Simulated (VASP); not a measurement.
OSZICAR of a VASP run on PtAl₂ (fluorite):

**OSZICAR**
```
       N       E                     dE             d eps       ncg     rms          rms(c)
DAV:   1     0.461705189579E+02    0.46171E+02   -0.58541E+03   604   0.108E+03
DAV:   2    -0.146131658932E+02   -0.60784E+02   -0.56020E+02   748   0.187E+02
DAV:   3    -0.167513876952E+02   -0.21382E+01   -0.21044E+01   714   0.359E+01
DAV:   4    -0.167968040654E+02   -0.45416E-01   -0.24445E-01   676   0.446E+00
DAV:   5    -0.167973669745E+02   -0.56291E-03   -0.56288E-03   680   0.573E-01    0.865E+00
DAV:   6    -0.163403136103E+02    0.45705E+00   -0.34993E+00   642   0.186E+01    0.224E+00
DAV:   7    -0.162606167709E+02    0.79697E-01   -0.27719E-01   628   0.544E+00    0.170E+00
DAV:   8    -0.162310752928E+02    0.29541E-01   -0.34012E-02   638   0.216E+00    0.250E-01
DAV:   9    -0.162310247667E+02    0.50526E-04   -0.28850E-03   640   0.553E-01    0.160E-01
DAV:  10    -0.162311698345E+02   -0.14507E-03   -0.42845E-04   608   0.198E-01    0.172E-02
DAV:  11    -0.162311676782E+02    0.21563E-05   -0.24875E-05   646   0.555E-02    0.812E-03
DAV:  12    -0.162311695598E+02   -0.18816E-05   -0.72638E-06   608   0.238E-02    0.312E-03
DAV:  13    -0.162311694203E+02    0.13949E-06   -0.16740E-06   334   0.134E-02
   1 F= -.16231169E+02 E0= -.16231415E+02  d E =0.736250E-03
```

Question: Which electronic solver shows in the log?

Answer: It is blocked Davidson (ALGO = Normal, or the opening steps of other solvers). The INCAR had ALGO = Normal.

Question: Can the final energy be trusted as converged?

Answer: The run converged. It stopped with EDIFF = 1E-6, NELM = 100 (PBE GGA, plane waves, VASP's PBE PAW potentials (set 64)).

The compound is PtAl2 in the fluorite structure. The cell was not relaxed at this level. The run is one of a series of settings (NBANDS = 10 against the base run), some of them coarse on purpose.
